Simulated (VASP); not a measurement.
```yaml
crystal:
  lattice:
    - [0.00000, 3.14978, 3.14978]
    - [3.14978, 0.00000, 3.14978]
    - [3.14978, 3.14978, 0.00000]
  atoms:
    - { symbol: Co, position: [0.12500, 0.12500, 0.12500], spin: 3.0 }
    - { symbol: Co, position: [0.62500, 0.12500, 0.12500], spin: 3.0 }
    - { symbol: Co, position: [0.12500, 0.62500, 0.12500], spin: 3.0 }
    - { symbol: Co, position: [0.12500, 0.12500, 0.62500], spin: 3.0 }
    - { symbol: Zn, position: [0.75000, 0.75000, 0.75000] }
    - { symbol: Zn, position: [0.50000, 0.50000, 0.50000] }
```

Level of theory: PBE GGA, VASP's PBE PAW potentials (set 64) (plane waves; VASP 6.6.1). Run with 300 eV cut-off, 5×5×5 Γ-centred mesh, Fermi-Dirac smearing of 0.10 eV, potentials Co Zn.

At this cut-off the stress carries a Pulay error, which pulls relaxed volumes low.

### Question
Give the stress tensor in GPa (positive for a compressed cell).

### Answer

```
38.66   0.00   0.00
 0.00  38.66   0.00
 0.00   0.00  38.66
```
The pressure is its mean diagonal, 38.66 GPa.

The structure was generated: ZnCo2 was put into an ordered model structure, which need not be its known phase. The cell was not relaxed at this level. The k-mesh is coarse (spacing up to 0.35 per Å, 2π included), so the numbers may not be converged in it.
